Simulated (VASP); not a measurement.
# IrS (P6_3/mmc) in VASP: single point with PBEsol

Aim: the single point of IrS with PBEsol.

Everything below comes from runs of VASP 6.6.1. Logs are shortened: lines on timing, memory, paths and dates and some standing lists are left out, and cuts for length are marked.

### Step 1. The structure

Symmetry: P6_3/mmc, No. 194, hexagonal system. Conventional cell: a = 3.645 Å, b = 3.645 Å, c = 5.333 Å, α = 90.00°, β = 90.00°, γ = 120.00°. Around S (site symmetry -6m2) lie 6 Ir at 2.49 Å. Ir (site symmetry -3m) has 6 S at 2.49 Å and 2 Ir at 2.67 Å as nearest neighbours.

The cell was built by a generator and needn't be a form met in nature.

### Step 2. Single point, PBEsol

INCAR

```
SYSTEM = IrS
  PREC = Accurate
  ENCUT = 520
  EDIFF = 1E-6
  ISMEAR = -1
  SIGMA = 0.1
  LREAL = .False.
  LASPH = .True.
  NELM = 100
  ALGO = Fast
  ISIF = 2
  LWAVE = .False.
  LCHARG = .False.
  GGA = PS
  NBANDS = 23
```

KPOINTS

```
regular mesh
0
Gamma
  11 11 6
  0 0 0
```

POSCAR

```
IrS
1.0
    3.6448800500      0.0000000000      0.0000000000
    1.8224344800      3.1565628200      0.0000000000
    0.0000000000      0.0000000000      5.3333843200
S Ir
2 2
Direct
    0.6666600000      0.6666700000      0.2500000000
    0.3333400000      0.3333300000      0.7500000000
    0.0000000000      0.0000000000      0.0000000000
    0.0000000000      0.0000000000      0.5000000000
```

Potentials or basis: VASP PAW PBE potentials, release 64 (S, Ir).

On the command line:

```console
> cat potpaw_PBE.64/S/POTCAR potpaw_PBE.64/Ir/POTCAR > POTCAR
> mpirun -np 1 vasp_std > vasp.out
```

OUTCAR:

```text
SYSTEM = IrS
   PREC = Accurate
   ENCUT = 520
   EDIFF = 1E-6
   ISMEAR = -1
   LREAL = .False.
   LASPH = .True.
   NELM = 100
   ISIF = 2
   GGA = PS

 ion  position               nearest neighbor table
   1  0.667  0.667  0.250-   3 2.49   4 2.49   3 2.49   4 2.49   3 2.49   4 2.49
   2  0.333  0.333  0.750-   3 2.49   4 2.49   3 2.49   4 2.49   3 2.49   4 2.49
   3  0.000  0.000  0.000-   1 2.49   2 2.49   2 2.49   1 2.49   2 2.49   1 2.49   4 2.67   4 2.67

   4  0.000  0.000  0.500-   1 2.49   2 2.49   2 2.49   1 2.49   2 2.49   1 2.49   3 2.67   3 2.67

  LATTYP: Found a hexagonal cell.
 ALAT       =     3.6448808308
 C/A-ratio  =     1.4632534142

  Lattice vectors:

 A1 = (  -1.8224344800,  -3.1565628200,   0.0000000000)
 A2 = (   3.6448800500,   0.0000000000,   0.0000000000)
 A3 = (   0.0000000000,   0.0000000000,   5.3333843200)

Analysis of symmetry for initial positions (statically):
=====================================================================
 Subroutine PRICEL returns:
 Original cell was already a primitive cell.

 Routine SETGRP: Setting up the symmetry group for a
 hexagonal supercell.

 Subroutine GETGRP returns: Found  8 space group operations
 (whereof  4 operations were pure point group operations)
 out of a pool of 24 trial point group operations.

The static configuration has the point symmetry C_2h.
 The point group associated with its full space group is D_2h.

Analysis of symmetry for dynamics (positions and initial velocities):
=====================================================================
 Subroutine PRICEL returns:
 Original cell was already a primitive cell.

 Routine SETGRP: Setting up the symmetry group for a
 hexagonal supercell.

 Subroutine GETGRP returns: Found  8 space group operations
 (whereof  4 operations were pure point group operations)
 out of a pool of 24 trial point group operations.

The dynamic configuration has the point symmetry C_2h.
 The point group associated with its full space group is D_2h.

 Subroutine INISYM returns: Found  8 space group operations
 (whereof  4 operations are pure point group operations),
 and found     1 'primitive' translations

----------------------------------------------------------------------------------------

                                     Primitive cell

  volume of cell :      61.3621

  direct lattice vectors                    reciprocal lattice vectors
     3.644880050  0.000000000  0.000000000     0.274357451 -0.158399660  0.000000000
     1.822434480  3.156562820  0.000000000     0.000000000  0.316800285  0.000000000
     0.000000000  0.000000000  5.333384320     0.000000000  0.000000000  0.187498208

  length of vectors
     3.644880050  3.644880831  5.333384320     0.316800353  0.316800285  0.187498208

  position of ions in fractional coordinates (direct lattice)
     0.666660000  0.666670000  0.250000000
     0.333340000  0.333330000  0.750000000
     0.000000000  0.000000000  0.000000000
     0.000000000  0.000000000  0.500000000

  ion indices of the primitive-cell ions
   primitive index   ion index
                 1           1
                 2           2
                 3           3
                 4           4

----------------------------------------------------------------------------------------

 KPOINTS: regular mesh

Automatic generation of k-mesh.
 Grid dimensions read from file:
 generate k-points for:   11   11    6

 Generating k-lattice:

  Cartesian coordinates                     Fractional coordinates (reciprocal lattice)
     0.024941586 -0.014399969  0.000000000     0.090909091  0.000000000  0.000000000
     0.000000000  0.028800026  0.000000000     0.000000000  0.090909091  0.000000000
     0.000000000  0.000000000  0.031249701     0.000000000  0.000000000  0.166666667

  Length of vectors
     0.028800032  0.028800026  0.031249701

  Shift w.r.t. Gamma in fractional coordinates (k-lattice)
     0.000000000  0.000000000  0.000000000

 Subroutine IBZKPT returns following result:
 ===========================================

 Found    144 irreducible k-points:

 Following reciprocal coordinates:
            Coordinates               Weight
  0.000000  0.000000  0.000000      1.000000
  0.090909  0.000000  0.000000      2.000000
  0.090909  0.090909  0.000000      4.000000
  0.181818  0.000000  0.000000      2.000000
  0.181818  0.181818  0.000000      4.000000
  0.272727  0.000000  0.000000      2.000000
[... 16 lines left out ...]
 -0.454545  0.090909  0.000000      2.000000
  0.454545 -0.454545  0.000000      4.000000
 [... further k-points ...]
   k-points           NKPTS =    144   k-points in BZ     NKDIM =    144   number of bands    NBANDS=     23
   number of dos      NEDOS =    301   number of ions     NIONS =      4
   total plane-waves  NPLWV =  31360
   dimension x,y,z NGX =    28 NGY =   28 NGZ =   40
   dimension x,y,z NGXF=    56 NGYF=   56 NGZF=   80
   ions per type =               2   2
   NGX,Y,Z   is equivalent  to a cutoff of  12.77, 12.77, 12.47 a.u.
   NGXF,Y,Z  is equivalent  to a cutoff of  25.54, 25.54, 24.94 a.u.
 SYSTEM =  IrS
   PREC   = accura    normal or accurate (medium, high low for compatibility)
   ISTART =      0    job   : 0-new  1-cont  2-samecut
   ICHARG =      2    charge: 1-file 2-atom 10-const
   ISPIN  =      1    spin polarized calculation?
   LNONCOLLINEAR =      F non collinear calculations
   LSORBIT =      F    spin-orbit coupling
   LASPH  =      T    aspherical Exc in radial PAW
   ENCUT  =  520.0 eV  38.22 Ry    6.18 a.u.   6.78  6.78  9.92*2*pi/ulx,y,z
   NELM   =    100;   NELMIN=  2; NELMDL= -5     # of ELM steps
   EDIFF  = 0.1E-05   stopping-criterion for ELM
   LREAL  =      F    real-space projection
   EDIFFG = 0.1E-04   stopping-criterion for IOM
   NSW    =      0    number of steps for IOM
   IBRION =     -1    ionic relax: 0-MD 1-quasi-New 2-CG
   NFREE  =      0    steps in history (QN), initial steepest desc. (CG)
   ISIF   =      2    stress and relaxation
   ISYM   =      2    0-nonsym 1-usesym 2-fastsym
   POTIM  = 0.5000    time-step for ionic-motion
   TEBEG  =    0.0;   TEEND  =   0.0 temperature during run
   PSTRESS=    0.0 pullay stress
   NELECT =      30.0000    total number of electrons
   NUPDOWN=      -1.0000    fix difference up-down
   EMIN   =  10.00;   EMAX   =-10.00  energy-range for DOS
   EFERMI =   0.00;   METHOD = LEGACY
   ISMEAR =    -1;   SIGMA  =   0.10  broadening in eV -4-tet -1-fermi 0-gaus
   EFERMI_NEDOS =   21; number of points for ismear=-14 and -15
   IALGO  =     68    algorithm
   IMIX   =      4    mixing-type and parameters
     AMIX     =   0.40;   BMIX     =  1.00
     AMIX_MAG =   1.60;   BMIX_MAG =  1.00
  volume/ion in A,a.u.               =      15.34       103.52
  Fermi-wavevector in a.u.,A,eV,Ry     =   1.289679  2.437140 22.630199  1.663273
  Thomas-Fermi vector in A             =   2.421557
   LORBIT       =      0    0 simple, 1 ext, 2 COOP (PROOUT), +10 PAW based schemes
   GGA     = PS    functional components
   LHFCALC =     F    Hartree Fock is set to
   AEXX    =    0.0000 exact exchange contribution
   IVDW    =     0    specifies the selected vdW correction
   LEPSILON=     F    determine dielectric tensor
   LRPA    =     F    only Hartree local field effects (RPA)
 non-spin polarized calculation
 RMM-DIIS sequential band-by-band and
  energy-cutoff  :      520.00
  volume of cell :       61.36
 maximum number of plane-waves:      1670
   NGX = 13   NGY = 13   NGZ = 19

 number of electron      30.0000002 magnetization

 Free energy of the ion-electron system (eV)
  ---------------------------------------------------
  ext. energy  EPLUGINS =         0.00000000
  ---------------------------------------------------
  free energy    TOTEN  =       -27.77586264 eV

  energy without entropy =      -27.69355448  energy(sigma->0) =      -27.73470856

 E-fermi :   8.9641     XC(G=0): -12.3136

 val. band max:        8.9568336285   @ k =  -0.4545   0.2727   0.3333
 cond. band min:       8.9695397196   @ k =   0.0909   0.0000   0.3333
 fundamental gap:      0.0127060911
 Fermi energy:         8.9641230481

 k-point     1 :       0.0000    0.0000    0.0000
  band No.  band energies     occupation
      1      -7.5306      2.00000
      2      -5.0883      2.00000
      3       0.2234      2.00000
      4       1.7071      2.00000
      5       1.7072      2.00000
      6       3.0959      2.00000
[... 15 lines left out ...]
     22      14.7279      0.00000
     23      19.7827      0.00000

 k-point     2 :       0.0909    0.0000    0.0000
  band No.  band energies     occupation
      1      -7.4315      2.00000
      2      -5.1352      2.00000
      3       0.3627      2.00000
      4       1.7363      2.00000
      5       1.8041      2.00000
      6       2.9971      2.00000
[... 15 lines left out ...]
     22      15.3044      0.00000
     23      17.9620      0.00000

 k-point     3 :       0.0909    0.0909    0.0000
  band No.  band energies     occupation
      1      -7.4315      2.00000
      2      -5.1352      2.00000
      3       0.3627      2.00000
      4       1.7362      2.00000
      5       1.8042      2.00000
      6       2.9972      2.00000
[... 15 lines left out ...]
     22      15.3044      0.00000
     23      17.9622      0.00000
[... 495 lines left out ...]
 k-point    23 :      -0.4545    0.0909    0.0000
  band No.  band energies     occupation
      1      -5.8906      2.00000
      2      -5.5589      2.00000
      3      -0.2079      2.00000
      4       1.6654      2.00000
      5       2.4029      2.00000
      6       2.8912      2.00000
[... 15 lines left out ...]
     22      15.7915      0.00000
     23      17.2652      0.00000

 k-point    24 :       0.4545   -0.4545    0.0000
  band No.  band energies     occupation
      1      -5.8906      2.00000
      2      -5.5588      2.00000
      3      -0.2078      2.00000
      4       1.6653      2.00000
      5       2.4028      2.00000
      6       2.8912      2.00000
[... 15 lines left out ...]
     22      15.7916      0.00000
     23      17.2768      0.00000

 [... further k-points ...]

------------------------ aborting loop because EDIFF is reached ----------------------------------------

  FORCE on cell =-STRESS in cart. coord.  units (eV):
  Direction    XX          YY          ZZ          XY          YZ          ZX
  --------------------------------------------------------------------------------------
  -------------------------------------------------------------------------------------
  Total       -2.8332461     -2.8333512      1.3289773     -0.0000796      0.0000000      0.0000000
  in kB      -73.9765926    -73.9793363     34.6998495     -0.0020796      0.0000000      0.0000000
  external PRESSURE =     -37.7520265 kB  Pullay stress =       0.0000000 kB

 VOLUME and BASIS-vectors are now :
 -----------------------------------------------------------------------------
  energy-cutoff  :      520.00
  volume of cell :       61.36
      direct lattice vectors                 reciprocal lattice vectors
     3.644880050  0.000000000  0.000000000     0.274357451 -0.158399660  0.000000000
     1.822434480  3.156562820  0.000000000     0.000000000  0.316800285  0.000000000
     0.000000000  0.000000000  5.333384320     0.000000000  0.000000000  0.187498208

 POSITION                                       TOTAL-FORCE (eV/Angst)
 -----------------------------------------------------------------------------------
      3.64486      2.10439      1.33335         0.000136     -0.000079      0.000000
      1.82246      1.05218      4.00004        -0.000136      0.000079     -0.000000
      0.00000      0.00000      0.00000         0.000000      0.000000      0.000000
      0.00000      0.00000      2.66669         0.000000      0.000000      0.000000
 -----------------------------------------------------------------------------------
    total drift:                               -0.000000     -0.000000     -0.000000

  FREE ENERGIE OF THE ION-ELECTRON SYSTEM (eV)
  ---------------------------------------------------
  free  energy   TOTEN  =       -27.7758626447 eV

  energy  without entropy=      -27.6935544783  energy(sigma->0) =      -27.73470856
```

It took 2.7 min on 1 thread of Intel Xeon Platinum 8488C (Sapphire Rapids), shared host; peak memory 0.3 GiB.

Results:

```yaml
Free_energy: -27.7759 eV
Pressure: -3.8 GPa
Band_gap_on_the_k_mesh: none (metal or under the smearing width)
```

Levels at points of the mesh, in eV from the Fermi level:
| k point | band 11 | band 12 | band 13 | band 14 | band 15 | band 16 | band 17 | band 18 | band 19 | band 20 |
| --- | --- | --- | --- | --- | --- | --- | --- | --- | --- | --- |
| (0.00, 0.00, 0.00) | -3.05 | -3.05 | -2.10 | -0.84 | -0.84 | 2.05 | 2.20 | 2.28 | 3.31 | 3.31 |
| (0.00, 0.00, 0.50) | -2.93 | -2.93 | -2.61 | -2.61 | 1.14 | 1.14 | 1.14 | 1.14 | 4.82 | 4.82 |

Caveat: the PAW data sets were made with another functional, which shifts forces and pressure a little.
